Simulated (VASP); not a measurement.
Computed with r2SCAN meta-GGA, VASP's PBE PAW potentials (set 64) (plane waves; VASP 6.6.1).

The input files of a VASP run:

**KPOINTS**
```
Automatic mesh
0
G
 9 9 9
```

POSCAR:
```
YN
1
    0.0000000000     2.4961894311     2.4961894311
    2.4961894311     0.0000000000     2.4961894311
    2.4961894311     2.4961894311     0.0000000000
Y N
1 1
Direct
  0.0000000000   0.0000000000   0.0000000000
  0.5000000000   0.5000000000   0.5000000000
```

### INCAR
```
! general
SYSTEM =YN
PREC   =Accurate
ENCUT  =520
LREAL  =F
LASPH  =T

! electronic loop
EDIFF  =1E-7
NELM   =100
ALGO   =Normal
LMAXMIX=4
LMIXTAU=T

! smearing
ISMEAR =0
SIGMA  =0.05

! functional
METAGGA=R2SCAN

! ions
ISIF   =2

! output
LWAVE  =F
LCHARG =F
```

POTCAR, in this order: Y_sv N (PBE.64 set). Program: vasp_std.

### Question
Predict the energy per atom (σ→0), pressure.

### Answer

| Item | Result |
|---|---|
| energy per atom (σ→0) | -16.696 eV/atom |
| pressure | -8.77 GPa |

OSZICAR:
```
...
DAV:  17    -0.333924457247E+02   -0.67026E-04   -0.43003E-05  1032   0.683E-02    0.119E-02
DAV:  18    -0.333924217278E+02    0.23997E-04   -0.20814E-06   984   0.191E-02    0.659E-03
DAV:  19    -0.333924313411E+02   -0.96133E-05   -0.10866E-06  1100   0.961E-03    0.932E-03
DAV:  20    -0.333924279456E+02    0.33954E-05   -0.89811E-07   900   0.115E-02    0.145E-03
DAV:  21    -0.333924278188E+02    0.12686E-06   -0.55440E-08   656   0.267E-03    0.125E-03
DAV:  22    -0.333924271657E+02    0.65307E-06   -0.59142E-08   464   0.170E-03    0.108E-03
DAV:  23    -0.333924271860E+02   -0.20341E-07   -0.26097E-08   440   0.134E-03
   1 F= -.33392427E+02 E0= -.33392427E+02  d E =-.647047E-17
```

The compound is YN in the rock salt structure. This cell is one point of a volume scan, at 1.06 of the reference volume.
